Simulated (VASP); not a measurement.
All values below come from PBE GGA with D3 dispersion (zero damping), VASP's PBE PAW potentials (set 64) (plane waves; VASP 6.6.1).

Input for VASP

INCAR:
```
ALGO  =  Normal
EDIFF  =  1E-7
ENCUT  =  520
GGA  =  PE
ISIF  =  2
ISMEAR  =  0
IVDW  =  11
LASPH  =  T
LCHARG  =  F
LMAXMIX  =  6
LREAL  =  F
LWAVE  =  F
NELM  =  100
PREC  =  Accurate
SIGMA  =  0.05
SYSTEM  =  KTaO3
```

POSCAR:
```
KTaO3
4.0557610
  0.9999999371   0.0000000000   0.0000000000
  0.0000000000   0.9999999371   0.0000000000
  0.0000000000   0.0000000000   0.9999999371
K Ta O
1 1 3
Cartesian
  0.0000000000   0.0000000000   0.0000000000
  0.4999999686   0.4999999686   0.4999999686
  0.4999999686   0.0000000000   0.4999999686
  0.0000000000   0.4999999686   0.4999999686
  0.4999999686   0.4999999686   0.0000000000
```

### KPOINTS
```
Automatic
0
G
  6 6 6
0 0 0
```

POTCAR, in this order: K_sv Ta_pv O (PBE.64 set). Program: vasp_std.

Output

**OSZICAR**
```
       N       E                     dE             d eps       ncg     rms          rms(c)
DAV:   1     0.330356459438E+03    0.33036E+03   -0.21671E+04   920   0.167E+03
DAV:   2    -0.311995394383E+02   -0.36156E+03   -0.35331E+03  1141   0.440E+02
DAV:   3    -0.493808251429E+02   -0.18181E+02   -0.18136E+02  1158   0.992E+01
DAV:   4    -0.498266872134E+02   -0.44586E+00   -0.44564E+00  1645   0.135E+01
DAV:   5    -0.498282330176E+02   -0.15458E-02   -0.15457E-02  1179   0.840E-01    0.326E+01
DAV:   6    -0.412919976984E+02    0.85362E+01   -0.45594E+01  1110   0.458E+01    0.129E+01
DAV:   7    -0.411155239204E+02    0.17647E+00   -0.26233E+00  1184   0.106E+01    0.840E+00
DAV:   8    -0.410637060730E+02    0.51818E-01   -0.44815E-01  1190   0.574E+00    0.147E+00
DAV:   9    -0.410539680708E+02    0.97380E-02   -0.31305E-02  1289   0.134E+00    0.269E-01
DAV:  10    -0.410530516922E+02    0.91638E-03   -0.10899E-02  1220   0.738E-01    0.564E-02
DAV:  11    -0.410531091631E+02   -0.57471E-04   -0.60304E-04  1240   0.180E-01    0.317E-02
DAV:  12    -0.410531395553E+02   -0.30392E-04   -0.59015E-05  1305   0.660E-02    0.112E-02
DAV:  13    -0.410531394765E+02    0.78800E-07   -0.95447E-06  1244   0.267E-02    0.367E-03
DAV:  14    -0.410531395131E+02   -0.36660E-07   -0.11016E-06  1234   0.791E-03    0.133E-03
DAV:  15    -0.410531394703E+02    0.42803E-07   -0.74926E-08   813   0.216E-03
   1 F= -.41964920E+02 E0= -.41964920E+02  d E =-.443172E-13
```

File OUTCAR:
```
------------------------ aborting loop because EDIFF is reached ----------------------------------------
 Edisp (eV)   -0.91178
  FORCE on cell =-STRESS in cart. coord.  units (eV):
  Direction    XX          YY          ZZ          XY          YZ          ZX
  --------------------------------------------------------------------------------------
  Total      -2.20262    -2.20262    -2.20262    -0.00000    -0.00000     0.00000
  in kB     -52.89725   -52.89725   -52.89725    -0.00000    -0.00000     0.00000
  external pressure =      -52.90 kB  Pullay stress =        0.00 kB
  volume of cell :       66.71
      direct lattice vectors                 reciprocal lattice vectors
     4.055760745  0.000000000  0.000000000     0.246562868  0.000000000  0.000000000
     0.000000000  4.055760745  0.000000000     0.000000000  0.246562868  0.000000000
     0.000000000  0.000000000  4.055760745     0.000000000  0.000000000  0.246562868
 POSITION                                       TOTAL-FORCE (eV/Angst)
 -----------------------------------------------------------------------------------
      0.00000      0.00000      0.00000         0.000000      0.000000      0.000000
      2.02788      2.02788      2.02788         0.000000      0.000000      0.000000
      2.02788      0.00000      2.02788         0.000000      0.000000      0.000000
      0.00000      2.02788      2.02788         0.000000      0.000000      0.000000
      2.02788      2.02788      0.00000         0.000000      0.000000      0.000000
 -----------------------------------------------------------------------------------
    total drift:                                0.000000      0.000000     -0.000000
  FREE ENERGIE OF THE ION-ELECTRON SYSTEM (eV)
  ---------------------------------------------------
  free  energy   TOTEN  =       -41.9649200252 eV

  energy  without entropy=      -41.9649200252  energy(sigma->0) =      -41.96492003
```
(Selected blocks of OUTCAR.)

OUTCAR:
```
 val. band max:        1.4651897461   @ k =   0.5000   0.5000   0.5000

 cond. band min:       3.5269167372   @ k =   0.0000   0.0000   0.0000


 Fermi energy:         1.7060395443

 k-point     1 :       0.0000    0.0000    0.0000
  band No.  band energies     occupation
      1     -32.8872      2.00000
      2     -32.8872      2.00000
      3     -32.8872      2.00000
      4     -25.9041      2.00000
      5     -15.9047      2.00000
      6     -15.2163      2.00000
      7     -15.2163      2.00000
      8      -9.4410      2.00000
      9      -9.4410      2.00000
     10      -9.4410      2.00000
     11      -0.9746      2.00000
     12      -0.9746      2.00000
     13      -0.9746      2.00000
     14       0.4818      2.00000
     15       0.4818      2.00000
     16       0.4818      2.00000
     17       0.8285      2.00000
     18       0.8285      2.00000
     19       0.8285      2.00000
     20       3.5269      0.00000
     21       3.5269      0.00000
     22       3.5269      0.00000
     23       7.6937      0.00000

 k-point     2 :       0.1667    0.0000    0.0000
  band No.  band energies     occupation
      1     -32.9049      2.00000
      2     -32.8866      2.00000
      3     -32.8866      2.00000
      4     -25.8989      2.00000
      5     -15.8370      2.00000
      6     -15.2117      2.00000
      7     -15.0885      2.00000
      8      -9.4329      2.00000
      9      -9.4329      2.00000
     10      -9.4128      2.00000
     11      -1.6288      2.00000
     12      -0.9901      2.00000
     13      -0.9901      2.00000
     14       0.0941      2.00000
     15       0.0941      2.00000
     16       0.2147      2.00000
     17       0.3732      2.00000
     18       0.7253      2.00000
     19       0.7253      2.00000
     20       3.5600      0.00000
     21       4.2686      0.00000
     22       4.2686      0.00000
     23       8.0389      0.00000

 k-point     3 :       0.3333    0.0000    0.0000
...
```

Unless said otherwise, spin-orbit coupling is left out, though it shifts the bands of the heavy elements here.

The compound is KTaO3 in the cubic perovskite structure. This cell is one point of a volume scan, at 1.03 of the reference volume.
